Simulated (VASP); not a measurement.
# CrO2: magnetic orders, part 3 of 3

Is CrO2 a ferromagnet or an antiferromagnet at this level? The start is a cell from a database of measured crystal structures.

VASP 6.6.1, plane waves and PAW; the level of theory is named at each step.

Still holding for the runs below: The k-mesh is coarse for a metal.

So far. Step 2 (Magnetic order, start order fm, signs ++): The largest moment at the end is 2.59 μB, and the moments of the cell sum to 4.00 μB. Step 3 (Magnetic order, start order AFM 1, signs +-): The largest moment at the end is 2.17 μB, and the moments of the cell sum to 0.00 μB.

### 4. No spin polarisation

This step: r2SCAN, DFT+U (Cr d 4 eV), no spin polarisation; plane waves and PAW (Cr_pv, O) (VASP 6.6.1).

A run without spin shows what magnetism as such gains.

The input, INCAR:

```
SYSTEM = CrO2
PREC = Accurate
ENCUT = 480
EDIFF = 1E-06
NELM = 150
ISMEAR = 0
SIGMA = 0.05
LREAL = .FALSE.
ALGO = Normal
METAGGA = R2SCAN
LASPH = .TRUE.
NBANDS = 30
LDAU = .TRUE.
LDAUTYPE = 2
LDAUL = 2 -1
LDAUU = 4 0
LDAUJ = 0 0
LDAUPRINT = 1
LMAXMIX = 4
LORBIT = 11
LWAVE = .FALSE.
LCHARG = .FALSE.
KPAR = 2
AMIX = 0.2
BMIX = 1E-04
AMIX_MAG = 0.8
BMIX_MAG = 1E-04
```

The input, POSCAR:

```
CrO2
1.0
    4.4210000000      0.0000000000      0.0000000000
    0.0000000000      4.4210000000      0.0000000000
    0.0000000000      0.0000000000      2.9170000000
Cr O
2 4
Direct
    0.5000000000      0.5000000000      0.5000000000
    0.0000000000      0.0000000000      0.0000000000
    0.8010000000      0.1990000000      0.5000000000
    0.6990000000      0.6990000000      0.0000000000
    0.1990000000      0.8010000000      0.5000000000
    0.3010000000      0.3010000000      0.0000000000
```

The input, KPOINTS:

```
Automatic mesh
0
Gamma
4 4 6
0 0 0
```

The projector-augmented-wave data sets are Cr_pv and O (PBE family, release 64).

On the command line:

```console
$ mpirun -np 2 vasp_std
```

Output:

```text
[... set-up lines as in an earlier step ...]
 entering main loop
       N       E                     dE             d eps       ncg     rms          rms(c)
DAV:   1     0.595373015658E+03    0.59537E+03   -0.25933E+04  1440   0.173E+03
DAV:   2    -0.111020007776E+02   -0.60648E+03   -0.57127E+03  1520   0.524E+02
DAV:   3    -0.854361813744E+02   -0.74334E+02   -0.72274E+02  1726   0.176E+02
DAV:   4    -0.873337365227E+02   -0.18976E+01   -0.17649E+01  1706   0.285E+01
DAV:   5    -0.873962253362E+02   -0.62489E-01   -0.62404E-01  2006   0.493E+00    0.430E+01
DAV:   6    -0.552033997294E+02    0.32193E+02   -0.44349E+01  1682   0.652E+01    0.168E+01
DAV:   7    -0.555020685233E+02   -0.29867E+00   -0.11524E+01  1946   0.274E+01    0.127E+01
DAV:   8    -0.576309532764E+02   -0.21289E+01   -0.31836E+00  2088   0.130E+01    0.328E+01
DAV:   9    -0.570839670437E+02    0.54699E+00   -0.67958E-01  1792   0.589E+00    0.289E+01
DAV:  10    -0.562150423883E+02    0.86892E+00   -0.67278E-01  2012   0.653E+00    0.277E+01
DAV:  11    -0.558623309269E+02    0.35271E+00   -0.43059E-01  2050   0.540E+00    0.325E+01
DAV:  12    -0.558389339056E+02    0.23397E-01   -0.21990E-02  1628   0.111E+00    0.332E+01
DAV:  13    -0.553969196948E+02    0.44201E+00   -0.34876E-01  2060   0.512E+00    0.305E+01
DAV:  14    -0.554039417394E+02   -0.70220E-02   -0.18198E-02  1524   0.984E-01    0.315E+01
DAV:  15    -0.554469865188E+02   -0.43045E-01   -0.62937E-03  1936   0.545E-01    0.313E+01
DAV:  16    -0.554460289991E+02    0.95752E-03   -0.98731E-03  1802   0.566E-01    0.301E+01
DAV:  17    -0.554442613494E+02    0.17676E-02   -0.17418E-02  1800   0.687E-01    0.283E+01
DAV:  18    -0.554252331025E+02    0.19028E-01   -0.31761E-01  1968   0.402E+00    0.149E+01
DAV:  19    -0.554312254599E+02   -0.59924E-02   -0.22361E-02  1674   0.968E-01    0.159E+01
DAV:  20    -0.554482566858E+02   -0.17031E-01   -0.68297E-03  1864   0.453E-01    0.142E+01
DAV:  21    -0.554918979333E+02   -0.43641E-01   -0.11265E-01  1852   0.168E+00    0.619E+00
DAV:  22    -0.554424370524E+02    0.49461E-01   -0.78262E-02  1920   0.162E+00    0.814E+00
DAV:  23    -0.553911525740E+02    0.51284E-01   -0.10988E-01  1842   0.182E+00    0.179E+01
DAV:  24    -0.554126414702E+02   -0.21489E-01   -0.16550E-02  1778   0.100E+00    0.189E+01
DAV:  25    -0.554808356079E+02   -0.68194E-01   -0.16851E-01  1834   0.245E+00    0.170E+01
DAV:  26    -0.555338514664E+02   -0.53016E-01   -0.37480E-01  1914   0.325E+00    0.743E+00
DAV:  27    -0.555380702342E+02   -0.42188E-02   -0.16729E-02  1588   0.110E+00    0.853E+00
DAV:  28    -0.555363871718E+02    0.16831E-02   -0.33606E-02  1872   0.126E+00    0.716E+00
DAV:  29    -0.555376410519E+02   -0.12539E-02   -0.30595E-02  1770   0.115E+00    0.320E+00
DAV:  30    -0.555381866217E+02   -0.54557E-03   -0.17483E-03  1862   0.310E-01    0.337E+00
DAV:  31    -0.555383276590E+02   -0.14104E-03   -0.15650E-03  1960   0.281E-01    0.254E+00
DAV:  32    -0.555369870189E+02    0.13406E-02   -0.30775E-03  1844   0.402E-01    0.154E+00
DAV:  33    -0.555373013881E+02   -0.31437E-03   -0.16956E-04  1564   0.114E-01    0.141E+00
DAV:  34    -0.555378776521E+02   -0.57626E-03   -0.27114E-04  1900   0.114E-01    0.147E+00
DAV:  35    -0.555381433715E+02   -0.26572E-03   -0.27027E-04  2122   0.130E-01    0.774E-01
DAV:  36    -0.555381710047E+02   -0.27633E-04   -0.25520E-04  1912   0.119E-01    0.568E-01
DAV:  37    -0.555381694379E+02    0.15667E-05   -0.33770E-05  1722   0.524E-02    0.497E-01
DAV:  38    -0.555381153652E+02    0.54073E-04   -0.70935E-05  1910   0.569E-02    0.313E-01
DAV:  39    -0.555381128184E+02    0.25468E-05   -0.18767E-05  1698   0.358E-02    0.257E-01
DAV:  40    -0.555381042395E+02    0.85790E-05   -0.20825E-05  1764   0.363E-02    0.222E-01
DAV:  41    -0.555380791422E+02    0.25097E-04   -0.31367E-05  1782   0.431E-02    0.132E-01
DAV:  42    -0.555380800482E+02   -0.90597E-06   -0.54801E-05  1908   0.486E-02    0.290E-02
DAV:  43    -0.555380804752E+02   -0.42707E-06   -0.43593E-06  1438   0.159E-02
   1 F= -.55538080E+02 E0= -.55532530E+02  d E =-.111007E-01
```

Run time: 69 s. Hardware: 2 MPI ranks of Intel Xeon 6975P-C (Granite Rapids), shared host; peak memory 0.34 GiB; 2.3 min of CPU time.

From OUTCAR (step 4):

```text
 Found     24 irreducible k-points:

   k-points           NKPTS =     24   k-points in BZ     NKDIM =     24   number of bands    NBANDS=     30

   NELECT =      48.0000    total number of electrons

atom =   1  type =  1  l = 2

 onsite density matrix

spin component  1

  0.5636  0.0000 -0.1251  0.0000  0.0000
  0.0000  0.4420  0.0000 -0.1008  0.0000
 -0.1251  0.0000  0.3670  0.0000 -0.0000
  0.0000 -0.1008  0.0000  0.4420  0.0000
  0.0000  0.0000 -0.0000  0.0000  0.1645

spin component  2

 occupancies and eigenvectors

  o =  0.1645  v =  0.0000 -0.0000  0.0000  0.0000  1.0000  0.0000  0.0000  0.0000  0.0000  0.0000      0.0000  0.0000  0.0000  0.0000  0.0000  0.0000  0.0000  0.0000  0.0000  0.0000
  o =  0.1645  v =  0.0000  0.0000  0.0000  0.0000  0.0000  0.0000 -0.0000  0.0000  0.0000  1.0000      0.0000  0.0000  0.0000  0.0000  0.0000  0.0000  0.0000  0.0000  0.0000  0.0000
  o =  0.3062  v =  0.0000  0.0000  0.0000  0.0000  0.0000 -0.4371 -0.0000 -0.8994  0.0000  0.0000      0.0000  0.0000  0.0000  0.0000  0.0000  0.0000  0.0000  0.0000  0.0000  0.0000
  o =  0.3062  v = -0.4371 -0.0000 -0.8994  0.0000  0.0000  0.0000  0.0000  0.0000  0.0000  0.0000      0.0000  0.0000  0.0000  0.0000  0.0000  0.0000  0.0000  0.0000  0.0000  0.0000
  o =  0.3412  v =  0.0000 -0.7071  0.0000 -0.7071 -0.0000  0.0000  0.0000  0.0000  0.0000  0.0000      0.0000  0.0000  0.0000  0.0000  0.0000  0.0000  0.0000  0.0000  0.0000  0.0000
  o =  0.3412  v =  0.0000  0.0000  0.0000  0.0000  0.0000  0.0000 -0.7071  0.0000 -0.7071 -0.0000      0.0000  0.0000  0.0000  0.0000  0.0000  0.0000  0.0000  0.0000  0.0000  0.0000
  o =  0.5427  v =  0.0000  0.7071  0.0000 -0.7071  0.0000  0.0000  0.0000  0.0000  0.0000  0.0000      0.0000  0.0000  0.0000  0.0000  0.0000  0.0000  0.0000  0.0000  0.0000  0.0000
  o =  0.5427  v =  0.0000  0.0000  0.0000  0.0000  0.0000  0.0000  0.7071  0.0000 -0.7071  0.0000      0.0000  0.0000  0.0000  0.0000  0.0000  0.0000  0.0000  0.0000  0.0000  0.0000
  o =  0.6244  v = -0.8994  0.0000  0.4371  0.0000 -0.0000  0.0000  0.0000  0.0000  0.0000  0.0000      0.0000  0.0000  0.0000  0.0000  0.0000  0.0000  0.0000  0.0000  0.0000  0.0000
  o =  0.6244  v =  0.0000  0.0000  0.0000  0.0000  0.0000 -0.8994  0.0000  0.4371  0.0000 -0.0000      0.0000  0.0000  0.0000  0.0000  0.0000  0.0000  0.0000  0.0000  0.0000  0.0000

atom =   2  type =  1  l = 2

 onsite density matrix

spin component  1

  0.5636  0.0000  0.1251  0.0000 -0.0000
  0.0000  0.4420  0.0000  0.1008  0.0000
  0.1251  0.0000  0.3670  0.0000  0.0000
  0.0000  0.1008  0.0000  0.4420  0.0000
 -0.0000  0.0000  0.0000  0.0000  0.1645

spin component  2

 occupancies and eigenvectors

  o =  0.1645  v =  0.0000  0.0000 -0.0000  0.0000  1.0000  0.0000  0.0000  0.0000  0.0000  0.0000      0.0000  0.0000  0.0000  0.0000  0.0000  0.0000  0.0000  0.0000  0.0000  0.0000
  o =  0.1645  v =  0.0000  0.0000  0.0000  0.0000  0.0000  0.0000  0.0000 -0.0000  0.0000  1.0000      0.0000  0.0000  0.0000  0.0000  0.0000  0.0000  0.0000  0.0000  0.0000  0.0000
  o =  0.3062  v =  0.0000  0.0000  0.0000  0.0000  0.0000 -0.4371  0.0000  0.8994  0.0000  0.0000      0.0000  0.0000  0.0000  0.0000  0.0000  0.0000  0.0000  0.0000  0.0000  0.0000
  o =  0.3062  v = -0.4371  0.0000  0.8994  0.0000  0.0000  0.0000  0.0000  0.0000  0.0000  0.0000      0.0000  0.0000  0.0000  0.0000  0.0000  0.0000  0.0000  0.0000  0.0000  0.0000
  o =  0.3412  v =  0.0000  0.7071  0.0000 -0.7071 -0.0000  0.0000  0.0000  0.0000  0.0000  0.0000      0.0000  0.0000  0.0000  0.0000  0.0000  0.0000  0.0000  0.0000  0.0000  0.0000
  o =  0.3412  v =  0.0000  0.0000  0.0000  0.0000  0.0000  0.0000  0.7071  0.0000 -0.7071 -0.0000      0.0000  0.0000  0.0000  0.0000  0.0000  0.0000  0.0000  0.0000  0.0000  0.0000
  o =  0.5427  v =  0.0000 -0.7071  0.0000 -0.7071  0.0000  0.0000  0.0000  0.0000  0.0000  0.0000      0.0000  0.0000  0.0000  0.0000  0.0000  0.0000  0.0000  0.0000  0.0000  0.0000
  o =  0.5427  v =  0.0000  0.0000  0.0000  0.0000  0.0000  0.0000 -0.7071  0.0000 -0.7071  0.0000      0.0000  0.0000  0.0000  0.0000  0.0000  0.0000  0.0000  0.0000  0.0000  0.0000
  o =  0.6244  v = -0.8994 -0.0000 -0.4371  0.0000 -0.0000  0.0000  0.0000  0.0000  0.0000  0.0000      0.0000  0.0000  0.0000  0.0000  0.0000  0.0000  0.0000  0.0000  0.0000  0.0000
  o =  0.6244  v =  0.0000  0.0000  0.0000  0.0000  0.0000 -0.8994 -0.0000 -0.4371  0.0000 -0.0000      0.0000  0.0000  0.0000  0.0000  0.0000  0.0000  0.0000  0.0000  0.0000  0.0000

 E-fermi :   5.5547

 k-point     1 :       0.0000    0.0000    0.0000
  band No.  band energies     occupation
    ...
     22       4.0669      2.00000
     23       4.5878      2.00000
     24       4.9423      2.00000
     25       4.9423      2.00000
     26       5.0879      2.00000
     27       6.5396      0.00000
     28       7.2451      0.00000
     29       7.3306      0.00000
     30       7.5104      0.00000

 k-point     2 :       0.2500    0.0000    0.0000
  band No.  band energies     occupation
    ...
     22       4.2948      2.00000
     23       4.5423      2.00000
     24       5.1236      2.00000
     25       5.2250      2.00000
     26       5.4196      1.99987
     27       6.9423      0.00000
     28       7.3472      0.00000
     29       7.3800      0.00000
     30       8.1816      0.00000

 k-point     3 :       0.5000    0.0000    0.0000
  band No.  band energies     occupation
    ...
     20       2.1498      2.00000
     21       3.7269      2.00000
     22       3.7269      2.00000
     23       4.9619      2.00000
     24       4.9619      2.00000
     25       5.6251      0.04628
     26       5.6251      0.04628
     27       7.3692      0.00000
     28       7.3692      0.00000
     29       7.6545      0.00000
    ...

 k-point     4 :       0.2500    0.2500    0.0000
  band No.  band energies     occupation
    ...
     21       3.3156      2.00000
     22       4.0308      2.00000
     23       4.3584      2.00000
     24       4.9558      2.00000
     25       5.0641      2.00000
     26       5.6460      0.00981
     27       7.2990      0.00000
     28       7.3278      0.00000
     29       7.3784      0.00000
     30       8.2018      0.00000

  Total        0.4201811      0.4201811     -4.2481016     -0.0000000      0.0000000      0.0000000
  in kB       11.8078168     11.8078168   -119.3790222     -0.0000000      0.0000000      0.0000000
  external PRESSURE =     -31.9211296 kB  Pullay stress =       0.0000000 kB

 POSITION                                       TOTAL-FORCE (eV/Angst)
 -----------------------------------------------------------------------------------
      2.21050      2.21050      1.45850         0.000000      0.000000      0.000000
      0.00000      0.00000      0.00000         0.000000      0.000000      0.000000
      3.54122      0.87978      1.45850        -0.461439      0.461439      0.000000
      3.09028      3.09028      0.00000         0.461439      0.461439      0.000000
      0.87978      3.54122      1.45850         0.461439     -0.461439      0.000000
      1.33072      1.33072      0.00000        -0.461439     -0.461439     -0.000000
 -----------------------------------------------------------------------------------
    total drift:                                0.000000     -0.000000     -0.000000

  FREE ENERGIE OF THE ION-ELECTRON SYSTEM (eV)
  ---------------------------------------------------
  free  energy   TOTEN  =       -55.5380804752 eV

  energy  without entropy=      -55.5269798044  energy(sigma->0) =      -55.53253014

 total charge
# of ion       s       p       d       tot
------------------------------------------
    1        0.654   6.453   3.921  11.028
    2        0.654   6.453   3.921  11.028
    3        1.582   3.490   0.000   5.073
    4        1.582   3.490   0.000   5.073
    5        1.582   3.490   0.000   5.073
    6        1.582   3.490   0.000   5.073
--------------------------------------------------
tot          7.637  26.868   7.842  42.346

[... 8 parts as in an earlier step ...]

[... 3 further parts left out ...]
```

This run has no spin polarisation, so a moment on Cr, if there is one, isn't seen.

Numbers from this step:

- electronic cycles: 43
- free energy (TOTEN): -55.5381 eV
- energy at zero smearing: -55.5325 eV
- Fermi energy: 5.555 eV
- labelled metallic, from the levels on this mesh: yes

Force by atom:

| atom | x (eV/Å) | y (eV/Å) | z (eV/Å) | size |
| --- | --- | --- | --- | --- |
| Cr1 | 0.000 | 0.000 | 0.000 | 0.000 |
| Cr2 | 0.000 | 0.000 | 0.000 | 0.000 |
| O3 | -0.461 | 0.461 | 0.000 | 0.653 |
| O4 | 0.461 | 0.461 | 0.000 | 0.653 |
| O5 | 0.461 | -0.461 | 0.000 | 0.653 |
| O6 | -0.461 | -0.461 | 0.000 | 0.653 |

Energy at zero smearing: -55.53253 eV.

### 5. Summary

This step: collinear magnetic orders, r2SCAN, DFT+U (Cr d 4 eV); plane waves and PAW (VASP 6.6.1).

No new run; the numbers come from the runs before.

This step gave:

| Quantity | Value |
| --- | --- |
| mean moment in the lowest run | 2.594 μB |

Orders, by row:

| order | signs | energy above the lowest (meV/magnetic atom) | total moment (μB) | mean moment on carriers (μB) | gap on the mesh (eV) | signs at the end, of the atoms given a moment |
| --- | --- | --- | --- | --- | --- | --- |
| fm | ++ | 0 | 4 | 2.594 | 0 | ++ |
| afm 1 | +- | 164.7 | 0 | 2.17 | 0.3572 | +- |
| nm |  | 2714 | 0 | 0 | 0 | - |

### 6. Magnetic order, bad settings

This step: r2SCAN, DFT+U (Cr d 4 eV), spin-polarised, from parallel moments; plane waves and PAW (Cr_pv, O) (VASP 6.6.1).

As a lesson, the run is repeated with a fault in its input.

The input, INCAR:

```
SYSTEM = CrO2
PREC = Accurate
ENCUT = 35
EDIFF = 1E-05
NELM = 62
ISMEAR = 0
SIGMA = 0.05
LREAL = .FALSE.
ALGO = Normal
METAGGA = R2SCAN
LASPH = .TRUE.
NBANDS = 33
ISPIN = 2
MAGMOM = 3 3 0 0 0 0
LDAU = .TRUE.
LDAUTYPE = 2
LDAUL = 2 -1
LDAUU = 4 0
LDAUJ = 0 0
LDAUPRINT = 1
LMAXMIX = 4
LORBIT = 11
LWAVE = .FALSE.
LCHARG = .FALSE.
KPAR = 2
```

POSCAR is that of step 4.

KPOINTS is that of step 4.

On the command line:

```console
$ mpirun -np 2 vasp_std
```

Output:

```text
[... set-up lines as in an earlier step ...]
 entering main loop
       N       E                     dE             d eps       ncg     rms          rms(c)
 -----------------------------------------------------------------------------
|                                                                             |
|     EEEEEEE  RRRRRR   RRRRRR   OOOOOOO  RRRRRR      ###     ###     ###     |
|     E        R     R  R     R  O     O  R     R     ###     ###     ###     |
|     E        R     R  R     R  O     O  R     R     ###     ###     ###     |
|     EEEEE    RRRRRR   RRRRRR   O     O  RRRRRR       #       #       #      |
|     E        R   R    R   R    O     O  R   R                               |
|     E        R    R   R    R   O     O  R    R      ###     ###     ###     |
|     EEEEEEE  R     R  R     R  OOOOOOO  R     R     ###     ###     ###     |
|                                                                             |
|     EDDAV: Call to ZHEGV failed. Returncode = 1 2 16                        |
|                                                                             |
|       ---->  I REFUSE TO CONTINUE WITH THIS SICK JOB ... BYE!!! <----       |
|                                                                             |
 -----------------------------------------------------------------------------

1
1
```

Elapsed: 3.2 s, on 2 MPI ranks.

The program stopped with an error after it had entered the main loop, so the run gives no result. The fault in the input: cutoff typed in rydberg.

### 7. Summary of results

| Item | Value |
| --- | --- |
| mean moment in the lowest run | 2.59 μB |

The lowest run started as fm and holds 2.59 μB on average over the atoms that were given a moment; the next state, from afm 1, lies 164.7 meV a magnetic atom higher. It ends with the signs ++ and a net moment of 4.00 μB a cell: the moments given at the start all parallel. The cell was not relaxed for each state; the pressures of the magnetic ones run from 5.4 to 8.6 GPa, which can move the order. On this k mesh the moments and energy differences of a metal are not converged, and no denser mesh was tried, so the order found is tentative. No other collinear orders were tried, and their comparison leaves spin-orbit coupling out.

[Lines on the potential files, build, host, timing and source positions are cut from VASP's logs without a mark.]

[Logs are printed without paths, hosts, clocks, repeated set-up lines and the standing remarks that a program may print on its own settings, such as how far it seeks lower states.]

[Hosts, paths, dates, database ids (printed as entryN), source tags and the programs' standing remarks are cut or masked in the printed files.]

[In band tables of VASP the shares of atoms and orbitals are scaled to a sum of 1 inside the atoms' spheres.]

[Runs that stopped without an error message from VASP are left out.]
